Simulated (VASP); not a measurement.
A convergence study with VASP on MgH$_{2}$ (rutile): one setting is varied, all else stays as given below, so the limit is that of these other settings. Each run relaxes cell and ions from the cell shown.

```
CELL_PARAMETERS angstrom
      4.52000     0.00000     0.00000
      0.00000     4.52000     0.00000
      0.00000     0.00000     3.02000
ATOMIC_POSITIONS crystal
  Mg 0.00000 0.00000 0.00000
  Mg 0.50000 0.50000 0.50000
  H  0.30400 0.30400 0.00000
  H  0.80400 0.19600 0.50000
  H  0.19600 0.80400 0.50000
  H  0.69600 0.69600 0.00000
```

All values below come from PBE GGA, VASP's PBE PAW potentials (set 64) (plane waves; VASP). The tightest run used: 550 eV cut-off, 8×8×11 Γ-centred mesh, Gaussian smearing of 0.050 eV, potentials Mg H.

Gaps are read on the run's mesh, which can miss a band edge.

```json
[
 {"setting": "2×2×2 mesh", "relaxed volume (Å³/atom)": "10.188", "E (eV/atom)": "-2.9152", "gap on the mesh (eV)": "3.783", "irreducible k-points": "6"},
 {"setting": "2×2×3 mesh", "relaxed volume (Å³/atom)": "10.293", "E (eV/atom)": "-2.9271", "gap on the mesh (eV)": "5.123", "irreducible k-points": "6"},
 {"setting": "3×3×4 mesh", "relaxed volume (Å³/atom)": "10.204", "E (eV/atom)": "-2.9412", "gap on the mesh (eV)": "3.890", "irreducible k-points": "9"}
]
```

Q: These are the cheaper rows. Estimate the results at 8×8×11 mesh, and how far the last row shown lies from them.

A: 
```json
[
 {"quantity": "relaxed volume (Å³/atom)", "tightest run": "10.200", "last row shown is off by": "0.004"},
 {"quantity": "E (eV/atom)", "tightest run": "-2.9424", "last row shown is off by": "0.0012"},
 {"quantity": "gap on the mesh (eV)", "tightest run": "3.833", "last row shown is off by": "0.057"}
]
```

Left out are rungs that failed or repeat a setting and relaxations that didn't move; long series are thinned to 24 rows.

The compound is MgH2 in the rutile structure.
